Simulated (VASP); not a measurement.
Runs of VASP 6.6.1 on C. The cell holds a slab with vacuum, 6 atoms: a = 2.467 Å, b = 2.467 Å, c = 25.803 Å, α = 90.00°, β = 90.00°, γ = 120.00°. 

| task | level | potentials or basis | cell | cutoff (eV) | dipole correction | largest force (eV/Å) | work function (eV) |
| --- | --- | --- | --- | --- | --- | --- | --- |
| relaxation of cell and atoms | PBE+D3(BJ) | VASP PAW PBE potentials, release 64 (C) | relaxed | 600 | - | 0.01 | - |
| band structure | r2SCAN | VASP PAW PBE potentials, release 64 (C) | P-6m2, 22.64 Å³/atom | 520 | yes | 0.02 | 4.34 |
| band structure | LDA | VASP PAW LDA potentials, release 64 (C) | P-6m2, 22.64 Å³/atom | 520 | yes | 0.01 | 4.58 |
| band structure | PBE+D3(BJ) | VASP PAW PBE potentials, release 64 (C) | P-6m2, 22.64 Å³/atom | 520 | yes | - | (a) |

Alike in all rows: no spin polarisation; k mesh 15 × 15 × 1; smearing gaussian 0.03 eV.

Question: Fill in the values left out.

Answer: (a) 4.28.

Caveats: the PAW data sets were made with another functional, which shifts forces and pressure a little (some runs).
